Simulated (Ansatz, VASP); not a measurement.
# BN: VASP beside Ansatz, part 2 of 2

Aim: how closely do two programs agree when they are given the same cell, functional and k mesh? The cell is taken from a series of runs on this material, whose earlier steps may have relaxed, scaled, displaced or heated it; both programs get it as it stands.

VASP 6.6.1 and Ansatz 0.2.0.

So far: The starting structure; VASP: zone-centre phonons, PBE with D3(BJ), pair 1; Ansatz: zone-centre phonons, PBE with D3(BJ), pair 1.

## (4) Side by side

Known differences besides the potentials themselves: fixed occupations in Ansatz, narrow Gaussian smearing in VASP; the cutoff is 420 eV in Ansatz and 600 eV in VASP; Ansatz takes the dispersion share of the force constants at frozen C6 weights, VASP differentiates the full forces; VASP uses finite displacements, Ansatz perturbation theory. Total energies have different zeros and are not compared.

Compared:

```
                  quantity  Ansatz    VASP  difference
optical mode 1 to 3 (cm⁻¹)  1065.5  1068.0     -0.23 %
```

Modes are paired by rising frequency, not by their patterns, so a pair may set unlike modes beside each other; they are those without the splitting of longitudinal modes.

## (5) Ansatz: zone-centre phonons, PBE with D3(BJ), pair 2

Second derivatives magnify differences that forces hide, and they need a tight electronic threshold. The cell compared in this pair holds 11.90 Å³, against 11.55 Å³ for the pair before.

The cell is taken from a series of runs on this material, whose earlier steps may have relaxed, scaled, displaced or heated it; both programs get it as it stands.

input.yaml reads:

```yaml
crystal:
  lattice:
    - [0.0, 1.8122359465, 1.8122359465]
    - [1.8122359465, 0.0, 1.8122359465]
    - [1.8122359465, 1.8122359465, 0.0]
  atoms:
    - { symbol: B, position: [0.0, 0.0, 0.0] }
    - { symbol: "N", position: [0.75, 0.75, 0.75] }
kpoints:
  mp_grid: { grid: [10, 10, 10] }
hamiltonian:
  xc: pbe
  dispersion: d3bj
scf:
  occupations: { method: fixed }
output:
  eigenvalues: true
phonons:
  method: dfpt
```

Command:

```bash
$ ansatz run input.yaml --threads 4 --pin off --max-ram 7168MiB --backend cpu --events-out ev --progress --plain --runs-dir out
```

Numbers of over 12 decimals in the logs are rounded to 6 here.

Output:

```text
[...]
Crystal: 2 atoms, lattice volume = 11.903 Å³
Basis set: ecut = 420 eV, 259 PW (Γ), exchange–correlation on 36×36×36 points (8 copies of the dense FFT grid, shifted against one another)
Bands: 8, of which v1, the nominal top of the filled ones, is band 4 counted from 1 (3 counted from 0)
Symmetry: 24 space group operations
k-points: 102 of 1000 (irreducible under 8 space group operations, time reversal used)
[...]
SCF converged after 6 iterations
Free energy (F): -542.691147 eV
[...]
Internal energy: -542.691147 eV  (E = F + TS)
E sigma→0 (E₀):  -542.691147 eV
Fermi energy:    11.053748 eV
[...]
--- Band table (eV; the first three rows and the last of 102) ---
[...]
ASR residual: 2.186e-4 → 0.000e0 eV/Å²; symmetrization residual: 7.663e-7 eV/Å²
[...]
ASR residual per site (eV/Å²): 7.88e-5 2.19e-4
  Γ frequencies (cm⁻¹): 0.00 0.00 0.00 1026.85 1026.85 1026.85
[...]
```

## (6) VASP: zone-centre phonons, PBE with D3(BJ), pair 2

The same cell, functional and mesh now go to VASP, with its own data sets.

INCAR reads:

```
SYSTEM = BN
PREC = Accurate
ENCUT = 600
EDIFF = 1E-08
NELM = 120
ISMEAR = 0
SIGMA = 0.01
LREAL = .FALSE.
ALGO = Normal
GGA = PE
IVDW = 12
NBANDS = 10
LORBIT = 11
LWAVE = .FALSE.
LCHARG = .FALSE.
ISIF = 2
IBRION = 6
NFREE = 2
POTIM = 0.015
NSW = 1
LASPH = .TRUE.
GGA_COMPAT = .FALSE.
EFERMI = MIDGAP
```

POSCAR reads:

```
BN
1.0
    0.0000000000      1.8122359465      1.8122359465
    1.8122359465      0.0000000000      1.8122359465
    1.8122359465      1.8122359465      0.0000000000
B N
1 1
Direct
    0.0000000000      0.0000000000      0.0000000000
    0.7500000000      0.7500000000      0.7500000000
```

KPOINTS reads:

```
Automatic mesh
0
Gamma
10 10 10
0 0 0
```

PAW data sets: B and N (PBE family, release 64).

Command:

```bash
$ mpirun -np 1 vasp_std
```

Output:

```text
[... set-up lines as in an earlier step ...]
 entering main loop
       N       E                     dE             d eps       ncg     rms          rms(c)
DAV:   1     0.151176846028E+02    0.15118E+02   -0.53616E+03   956   0.884E+02
DAV:   2    -0.177660437646E+02   -0.32884E+02   -0.31710E+02  1122   0.198E+02
DAV:   3    -0.184073766348E+02   -0.64133E+00   -0.64012E+00  1102   0.245E+01
DAV:   4    -0.184082703522E+02   -0.89372E-03   -0.89369E-03  1032   0.985E-01
[...]
DAV:  11    -0.174546194070E+02   -0.50761E-05   -0.88291E-06  1102   0.262E-02    0.937E-03
DAV:  12    -0.174546194408E+02   -0.33746E-07   -0.16462E-06  1038   0.985E-03    0.642E-04
DAV:  13    -0.174546194385E+02    0.22557E-08   -0.27048E-08  1076   0.173E-03
   1 F= -.17869713E+02 E0= -.17869713E+02  d E =0.000000E+00
[...]
2 F= -.17867036E+02 E0= -.17867036E+02  d E =0.000000E+00
[...]
3 F= -.17867036E+02 E0= -.17867036E+02  d E =0.000000E+00
[...]
4 F= -.17867036E+02 E0= -.17867036E+02  d E =0.000000E+00
[...]
5 F= -.17867036E+02 E0= -.17867036E+02  d E =0.000000E+00
 Finite differences progress:
  Degree of freedom:   2/  2
  Displacement:        2/  2
  Total:               4/  4
```

OUTCAR, selected parts (step 6):

```text
 Edisp (eV)   -0.41509

 Edisp (eV)   -0.41509

  Total      -0.40995    -0.40779    -0.40779     0.00000    -0.02201     0.00000
  in kB     -55.17779   -54.88781   -54.88781     0.00000    -2.96278     0.00000
  external pressure =      -54.98 kB  Pullay stress =        0.00 kB

 POSITION                                       TOTAL-FORCE (eV/Angst)
 -----------------------------------------------------------------------------------
      0.00000      0.00000      0.00000        -0.356802     -0.000000     -0.000000
      2.70335      2.71835      2.71835         0.356802      0.000000      0.000000
 -----------------------------------------------------------------------------------
    total drift:                               -0.000038     -0.000001     -0.000001

  FREE ENERGIE OF THE ION-ELECTRON SYSTEM (eV)
  ---------------------------------------------------
  free  energy   TOTEN  =       -17.8670363550 eV

  energy  without entropy=      -17.8670363550  energy(sigma->0) =      -17.86703636

[... 1 part as in an earlier step ...]

[... 2 further parts left out ...]
[key lines of the parts left out:]
E-fermi :   9.5962
```

Levels, forces or a CONTCAR printed for this step are those of its last displaced cell, not of the structure at rest.

## (7) Comparison

The two programs side by side:

```
                  quantity  Ansatz    VASP  difference
optical mode 1 to 3 (cm⁻¹)  1026.8  1029.7     -0.28 %
```

Modes are paired by rising frequency, not by their patterns, so a pair may set unlike modes beside each other; they are those without the splitting of longitudinal modes.

## (8) Summary of results

```json
{
 "r.m.s. difference of the optical zone-centre modes, each program's sorted by frequency (zone-centre phonons, PBE with D3(BJ), pair 1)": "2.5 cm⁻¹",
 "r.m.s. difference of the optical zone-centre modes, each program's sorted by frequency (zone-centre phonons, PBE with D3(BJ), pair 2)": "2.9 cm⁻¹"
}
```

What this shows: The r.m.s. difference of the optical zone-centre modes, each program's sorted by frequency is 2.5 cm⁻¹ (zone-centre phonons, PBE with D3(BJ), pair 1). Such differences can come from data sets, numerical settings and the points named under the comparisons, not from the functional's error against experiment.

[Lines on the potential files, build, host, timing and source positions are cut from VASP's logs without a mark.]

[Logs are printed without paths, hosts, clocks, repeated set-up lines and the standing remarks that a program may print on its own settings, such as how far it seeks lower states.]

[Hosts, paths, dates, database ids (printed as entryN), source tags and the programs' standing remarks are cut or masked in the printed files.]
